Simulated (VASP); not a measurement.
Energy against volume of CdF2 (fluorite). Level of theory: PBE GGA with D4 dispersion, VASP's PBE PAW potentials (set 64) (plane waves; VASP).

| V (Å³/atom) | E (eV/atom) |
|---|---|
| 12.705 | -3.78362 |
| 13.110 | -3.79813 |
| 13.516 | -3.80341 |
| 13.921 | -3.80098 |
| 14.327 | -3.79216 |

### Question
Fit a third-order Birch-Murnaghan equation of state.

### Answer

```yaml
volume_per_atom: 13.58 Å³/atom
bulk_modulus: 98.6 GPa
pressure_derivative_of_the_bulk_modulus: 5.13
lattice_constant_a: 5.462 Å
```

The compound is CdF2 in the fluorite structure. It was relaxed first.
